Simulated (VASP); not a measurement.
Given:

```
Co
1.0
    1.21215    -2.09950     0.00000
    1.21215     2.09950     0.00000
    0.00000     0.00000     3.90891
Co
2
Direct
  0.33333   0.66667   0.25000
  0.66667   0.33333   0.75000
```

Calculation: LDA (Ceperley-Alder, Perdew-Zunger) with spin-orbit coupling, VASP's LDA PAW potentials (set 64) (plane waves; VASP). Numerical set-up: 400 eV cut-off, 15×15×9 Γ-centred mesh, Gaussian smearing of 0.050 eV, potentials Co. Starting moments (MAGMOM): 0 0 1.5 0 0 1.5.

### Question
What does the run give for the energy per atom (σ→0), band gap (over mesh and band path) with the smallest direct gap where there is one?

### Answer

band gap (over mesh and band path): none (metal, semimetal or under 0.01 eV)
energy per atom (σ→0): -8.134 eV/atom

Only differences to runs with the same potentials and settings are physical.

The compound is Co in the hcp structure. It was relaxed first, which changed the volume by -10 %.
